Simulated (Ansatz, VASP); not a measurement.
# Cross-check of KMgF3 between VASP and Ansatz

Wanted: the spread between two codes on one cell, functional and k mesh. The cell is taken from a series of runs on this material, whose earlier steps may have relaxed, scaled, displaced or heated it; both programs get it as it stands.

Method: plane waves, with VASP 6.6.1 beside it; relaxation of cell and atoms at PBEsol, in Ansatz 0.2.0.

**1. The starting structure**

The structure is cubic, space group Pm-3m (No. 221). The conventional cell has a = 3.992 Å, b = 3.992 Å, c = 3.992 Å, α = 90.00°, β = 90.00°, γ = 90.00°. Nearest to K lie 12 F at 2.82 Å. Nearest to Mg lie 6 F at 2.00 Å. Nearest to F lie 2 Mg at 2.00 Å and 4 K at 2.82 Å. Farther neighbours and most contacts between anions are not listed.

**2. VASP: relaxation of cell and atoms, PBEsol**

The relaxed volume is the usual yardstick between codes: in a stiff, nearly cubic crystal its relative difference is about their pressure difference at one cell divided by the bulk modulus.

Lines of VASP's logs that name or quote its potential files are left out, and so is its time.

INCAR

```
SYSTEM = KMgF3
PREC = Accurate
ENCUT = 600
EDIFF = 1E-07
NELM = 120
ISMEAR = 0
SIGMA = 0.01
LREAL = .FALSE.
ALGO = Normal
GGA = PS
NBANDS = 22
LORBIT = 11
LWAVE = .FALSE.
LCHARG = .FALSE.
ISIF = 3
IBRION = 2
NSW = 80
EDIFFG = -0.005
LASPH = .TRUE.
GGA_COMPAT = .FALSE.
NELMIN = 4
EFERMI = MIDGAP
KPAR = 2
```

POSCAR

```
KMgF3
1.0
    3.9918220000      0.0000000000      0.0000000000
    0.0000000000      3.9918220000      0.0000000000
    0.0000000000      0.0000000000      3.9918220000
K Mg F
1 1 3
Direct
    0.5000000000      0.5000000000      0.5000000000
    0.0000000000      0.0000000000      0.0000000000
    0.5000000000      0.0000000000      0.0000000000
    0.0000000000      0.5000000000      0.0000000000
    0.0000000000      0.0000000000      0.5000000000
```

KPOINTS

```
Automatic mesh
0
Gamma
8 8 8
0 0 0
```

The projector-augmented-wave data sets are K_sv, Mg and F (PBE family, release 64).

Run with:

```console
mpirun -np 2 vasp_std
```

Numbers of over 12 decimals in the logs are rounded to 6 here.

What it wrote:

```text
[banner, memory and clock lines left out]
running    2 mpi-ranks, on    1 nodes
 distrk:  each k-point on    1 cores,    2 groups
 distr:  one band on    1 cores,    1 groups

 POSCAR found type information on POSCAR K MgF
 POSCAR found :  3 types and       5 ions
|                                                                             |
|               ----> ADVICE to this user running VASP <----                  |
|                                                                             |
|     You enforced a specific xc type in the INCAR file but a different       |
|     [... a line on the potential file left out ...]
|     I HOPE YOU KNOW WHAT YOU ARE DOING!                                     |
|                                                                             |

 LDA part: xc-table for (Slater+PW92), standard interpolation
 POSCAR, INCAR and KPOINTS ok, starting setup
 FFT: planning ... GRIDC
 FFT: planning ... GRID_SOFT
 FFT: planning ... GRID
 WAVECAR not read
 entering main loop
       N       E                     dE             d eps       ncg     rms          rms(c)
DAV:   1     0.256787609665E+03    0.25679E+03   -0.18973E+04  1564   0.156E+03
DAV:   2    -0.130985544554E+02   -0.26989E+03   -0.25881E+03  1972   0.387E+02
DAV:   3    -0.264973984952E+02   -0.13399E+02   -0.13345E+02  2102   0.824E+01
DAV:   4    -0.271368915131E+02   -0.63949E+00   -0.63892E+00  2378   0.110E+01
DAV:   5    -0.271397337448E+02   -0.28422E-02   -0.28422E-02  1992   0.755E-01    0.812E+00
DAV:   6    -0.253066647995E+02    0.18331E+01   -0.65948E+00  1780   0.190E+01    0.393E+00
DAV:   7    -0.252806516913E+02    0.26013E-01   -0.20368E-01  2098   0.289E+00    0.241E+00
DAV:   8    -0.252709903288E+02    0.96614E-02   -0.71435E-02  1874   0.267E+00    0.314E-01
DAV:   9    -0.252704584762E+02    0.53185E-03   -0.18450E-02  1964   0.964E-01    0.152E-01
DAV:  10    -0.252704390029E+02    0.19473E-04   -0.14935E-03  2080   0.279E-01    0.100E-01
DAV:  11    -0.252704363051E+02    0.26978E-05   -0.23791E-05  1864   0.409E-02    0.636E-02
DAV:  12    -0.252704309463E+02    0.53588E-05   -0.12323E-04  1624   0.869E-02    0.115E-02
DAV:  13    -0.252704311344E+02   -0.18812E-06   -0.54812E-06  2030   0.157E-02    0.443E-03
DAV:  14    -0.252704309952E+02    0.13924E-06   -0.78494E-07  1884   0.590E-03    0.256E-03
DAV:  15    -0.252704308383E+02    0.15690E-06   -0.19600E-07  1476   0.345E-03    0.885E-04
DAV:  16    -0.252704308634E+02   -0.25087E-07   -0.14439E-08   884   0.871E-04
   1 F= -.25270431E+02 E0= -.25270431E+02  d E =-.252704E+02
 curvature:   0.00 expect dE= 0.000E+00 dE for cont linesearch  0.000E+00
 trial: gam= 0.00000 g(F)=  0.000E+00 g(S)=  0.111E-02 ort = 0.000E+00 (trialstep = 0.100E+01)
 search vector abs. value=  0.111E-02
 bond charge predicted
       N       E                     dE             d eps       ncg     rms          rms(c)
DAV:   1    -0.252812939619E+02   -0.10863E-01   -0.19424E-01  1666   0.389E+00    0.796E-01
DAV:   2    -0.252716863036E+02    0.96077E-02   -0.41351E-02  1672   0.154E+00    0.153E-01
DAV:   3    -0.252711535604E+02    0.53274E-03   -0.93797E-04  2120   0.249E-01    0.905E-02
DAV:   4    -0.252710556352E+02    0.97925E-04   -0.36574E-04  2718   0.105E-01    0.703E-02
DAV:   5    -0.252710711855E+02   -0.15550E-04   -0.30765E-05  2506   0.362E-02    0.765E-03
DAV:   6    -0.252710715953E+02   -0.40977E-06   -0.11425E-05  2642   0.249E-02    0.407E-03
DAV:   7    -0.252710725761E+02   -0.98087E-06   -0.99188E-07  1984   0.558E-03    0.826E-04
DAV:   8    -0.252710727046E+02   -0.12845E-06   -0.22057E-08  1102   0.104E-03    0.104E-04
DAV:   9    -0.252710727075E+02   -0.28672E-08   -0.31498E-09   830   0.475E-04
   2 F= -.25271073E+02 E0= -.25271073E+02  d E =-.641844E-03
 trial-energy change:   -0.000642  1 .order   -0.000645   -0.001113   -0.000176
 step:   1.1915(harm=  1.1875)  dis= 0.00000  next Energy=   -25.271090 (dE=-0.659E-03)
 bond charge predicted
       N       E                     dE             d eps       ncg     rms          rms(c)
DAV:   1    -0.252714637293E+02   -0.39102E-03   -0.71333E-03  1666   0.745E-01    0.152E-01
DAV:   2    -0.252711106222E+02    0.35311E-03   -0.15151E-03  1678   0.295E-01    0.292E-02
DAV:   3    -0.252710906378E+02    0.19984E-04   -0.34412E-05  2118   0.476E-02    0.177E-02
DAV:   4    -0.252710872733E+02    0.33645E-05   -0.13298E-05  2722   0.201E-02    0.137E-02
DAV:   5    -0.252710886887E+02   -0.14155E-05   -0.11163E-06  2490   0.677E-03    0.148E-03
DAV:   6    -0.252710888924E+02   -0.20369E-06   -0.39318E-07  2238   0.470E-03    0.979E-04
DAV:   7    -0.252710890086E+02   -0.11615E-06   -0.41665E-08  1130   0.128E-03    0.474E-04
DAV:   8    -0.252710890592E+02   -0.50657E-07   -0.59622E-09   806   0.512E-04
   3 F= -.25271089E+02 E0= -.25271089E+02  d E =-.658196E-03
 curvature:  -0.59 expect dE=-0.124E-07 dE for cont linesearch -0.124E-07
 trial: gam= 0.00000 g(F)=  0.870E-65 g(S)=  0.209E-07 ort =-0.483E-05 (trialstep = 0.104E+01)
 search vector abs. value=  0.210E-07
 reached required accuracy - stopping structural energy minimisation
```

Parts of OUTCAR (step 2):

```text
ion  position               nearest neighbor table
   1  0.500  0.500  0.500-   3 2.82   4 2.82   5 2.82   3 2.82   4 2.82   3 2.82   5 2.82   3 2.82
                             4 2.82   5 2.82   4 2.82   5 2.82   2 3.46   2 3.46   2 3.46   2 3.46
   2  0.000  0.000  0.000-   3 2.00   4 2.00   5 2.00   5 2.00   4 2.00   3 2.00   1 3.46   1 3.46
                             1 3.46   1 3.46   1 3.46   1 3.46   1 3.46   1 3.46
   3  0.500  0.000  0.000-   2 2.00   2 2.00   1 2.82   1 2.82   1 2.82   1 2.82
   4  0.000  0.500  0.000-   2 2.00   2 2.00   1 2.82   1 2.82   1 2.82   1 2.82
   5  0.000  0.000  0.500-   2 2.00   2 2.00   1 2.82   1 2.82   1 2.82   1 2.82

  LATTYP: Found a simple cubic cell.
 ALAT       =     3.9918220000

 Subroutine GETGRP returns: Found 48 space group operations
 (whereof 48 operations were pure point group operations)

The static configuration has the point symmetry O_h .

 Found     35 irreducible k-points:

   k-points           NKPTS =     35   k-points in BZ     NKDIM =     35   number of bands    NBANDS=     22

   dimension x,y,z NGX =    32 NGY =   32 NGZ =   32
   dimension x,y,z NGXF=    64 NGYF=   64 NGZF=   64

   ENCUT  =  600.0 eV  44.10 Ry    6.64 a.u.   7.97  7.97  7.97*2*pi/ulx,y,z

   NELECT =      32.0000    total number of electrons

 k-points in reciprocal lattice and weights: Automatic mesh
   0.00000000  0.00000000  0.00000000       0.002
   0.12500000  0.00000000  0.00000000       0.012
   0.25000000  0.00000000  0.00000000       0.012
   0.37500000  0.00000000  0.00000000       0.012
   0.50000000  0.00000000  0.00000000       0.006
   0.12500000  0.12500000  0.00000000       0.023
   0.25000000  0.12500000  0.00000000       0.047
   0.37500000  0.12500000  0.00000000       0.047
   0.50000000  0.12500000  0.00000000       0.023
[...]
0.50000000  0.50000000  0.37500000       0.012
   0.50000000  0.50000000  0.50000000       0.002

 average (electrostatic) potential at core
       1 -34.2966       2 -37.9760       3 -77.4210       4 -77.4210       5 -77.4210

 E-fermi :   1.8729

 k-point     1 :       0.0000    0.0000    0.0000
  band No.  band energies     occupation
    ...
     12      -2.3332      2.00000
     13      -2.3332      2.00000
     14      -2.0224      2.00000
     15      -2.0224      2.00000
     16      -2.0224      2.00000
     17       5.4440      0.00000
     18       8.2489      0.00000
     19       8.2489      0.00000
     20      10.4465      0.00000
     21      10.4465      0.00000
    ...

 k-point     2 :       0.1250    0.0000    0.0000
  band No.  band energies     occupation
    ...
     12      -2.3669      2.00000
     13      -2.3669      2.00000
     14      -2.1786      2.00000
     15      -2.0545      2.00000
     16      -2.0545      2.00000
     17       5.7257      0.00000
     18       8.3948      0.00000
     19       8.4203      0.00000
     20      10.5238      0.00000
     21      10.5338      0.00000
    ...

 k-point     3 :       0.2500    0.0000    0.0000
  band No.  band energies     occupation
    ...
     12      -2.4638      2.00000
     13      -2.4510      2.00000
     14      -2.4510      2.00000
     15      -2.1306      2.00000
     16      -2.1306      2.00000
     17       6.4719      0.00000
     18       8.7601      0.00000
     19       8.8191      0.00000
     20      10.7297      0.00000
     21      10.7469      0.00000
    ...

  Total        0.0008501      0.0008501      0.0008501      0.0000000     -0.0000000      0.0000000
  in kB        0.0215575      0.0215575      0.0215575      0.0000000     -0.0000000      0.0000000
  external PRESSURE =       0.0215575 kB  Pullay stress =       0.0000000 kB

  energy-cutoff  :      600.00
  volume of cell :       63.18
      direct lattice vectors                 reciprocal lattice vectors
     3.982821956  0.000000000  0.000000000     0.251078258 -0.000000000  0.000000000
     0.000000000  3.982821956  0.000000000    -0.000000000  0.251078258  0.000000000
    -0.000000000 -0.000000000  3.982821956    -0.000000000 -0.000000000  0.251078258

 POSITION                                       TOTAL-FORCE (eV/Angst)
 -----------------------------------------------------------------------------------
      1.99141      1.99141      1.99141         0.000000     -0.000000      0.000000
      0.00000      0.00000      0.00000        -0.000000      0.000000      0.000000
      1.99141      0.00000      0.00000        -0.000000      0.000000      0.000000
      0.00000      1.99141      0.00000         0.000000      0.000000      0.000000
     -0.00000     -0.00000      1.99141        -0.000000     -0.000000      0.000000
 -----------------------------------------------------------------------------------
    total drift:                                0.000000      0.000000     -0.000000

  FREE ENERGIE OF THE ION-ELECTRON SYSTEM (eV)
  ---------------------------------------------------
  free  energy   TOTEN  =       -25.2710890592 eV

  energy  without entropy=      -25.2710890592  energy(sigma->0) =      -25.27108906

 reached required accuracy - stopping structural energy minimisation

 total charge
# of ion       s       p       d       tot
------------------------------------------
    1        1.955   5.579   0.029   7.562
    2        0.128   0.163   0.080   0.371
    3        1.723   4.397   0.000   6.120
    4        1.723   4.397   0.000   6.120
    5        1.723   4.397   0.000   6.120
--------------------------------------------------
tot          7.252  18.934   0.109  26.295

[... 3 further parts left out ...]
```

The run keeps the 48 symmetry operations of its start, so it cannot find a distortion of lower symmetry.

(Part 1 of 2 ends here.)

[Lines on the potential files, build, host, timing and source positions are cut from VASP's logs without a mark.]

[Logs are printed without paths, hosts, clocks, repeated set-up lines and the standing remarks that a program may print on its own settings, such as how far it seeks lower states.]

[Hosts, paths, dates, database ids (printed as entryN), source tags and the programs' standing remarks are cut or masked in the printed files.]
